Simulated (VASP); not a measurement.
VASP ran on this input.

INCAR:
```
SYSTEM = Co
PREC = Accurate
ENCUT = 480
EDIFF = 1E-7
NELM = 100
ALGO = Normal
LREAL = .FALSE.
LASPH = .TRUE.
ISMEAR = 1
SIGMA = 0.1
GGA = PS
LMAXMIX = 4
ISPIN = 2
MAGMOM = 1.6 1.6
LORBIT = 10
LWAVE = .FALSE.
LCHARG = .FALSE.
ISIF = 3
IBRION = 2
NSW = 40
EDIFFG = -0.01
PSTRESS = 50
```

File POSCAR:
```
Co
1.0
  1.2192431172  -2.1117912451   0.0000000000
  1.2192431172   2.1117912451   0.0000000000
  0.0000000000   0.0000000000   3.9356852154
Co
2
Cartesian
  1.2192431172   0.7039318229   0.9839213038
  1.2192431172  -0.7039318229   2.9517639116
```

### KPOINTS
```
kpoints
0
gamma
16 16 8
0 0 0
```

POTCAR, in this order: Co (PBE.64 set). Program: vasp_std.

Write an equivalent input for Quantum ESPRESSO's pw.x.

One equivalent input (not run):
```
&CONTROL
  calculation = 'vc-relax'
  pseudo_dir = './pseudo'
  outdir = './out'
  tprnfor = .true.
  tstress = .true.
  nstep = 40
  forc_conv_thr = 0.00039
/
&SYSTEM
  ibrav = 0
  nat = 2
  ntyp = 1
  ecutwfc = 96
  occupations = 'smearing'
  smearing = 'methfessel-paxton'
  degauss = 0.00735
  input_dft = 'pbesol'
  nspin = 2
  starting_magnetization(1) = 0.16
/
&ELECTRONS
  conv_thr = 7.3e-09
  electron_maxstep = 100
/
&IONS
/
&CELL
  press = 50
/
ATOMIC_SPECIES
  Co 58.933 Co.upf
CELL_PARAMETERS angstrom
     1.2192431   -2.1117912    0.0000000
     1.2192431    2.1117912   -0.0000000
     0.0000000    0.0000000    3.9356852
ATOMIC_POSITIONS crystal
  Co   0.3333330  0.6666670  0.2500000
  Co   0.6666670  0.3333330  0.7500000
K_POINTS automatic
  16 16 8 0 0 0
```
The two are equivalent in intent, not identical: the potentials are each code's own (VASP's PAW set, PseudoDojo norm-conserving files in pw.x), so ENCUT and ecutwfc are chosen apart and not converted; conv_thr bounds pw.x's estimated SCF error, while EDIFF bounds the energy change between steps; starting_magnetization is a fraction of the valence charge and MAGMOM a moment in μB, so they match only roughly; forc_conv_thr acts on force components and is met together with etot_conv_thr.

The compound is Co in the hcp structure. It was relaxed first under an external pressure of 5 GPa.
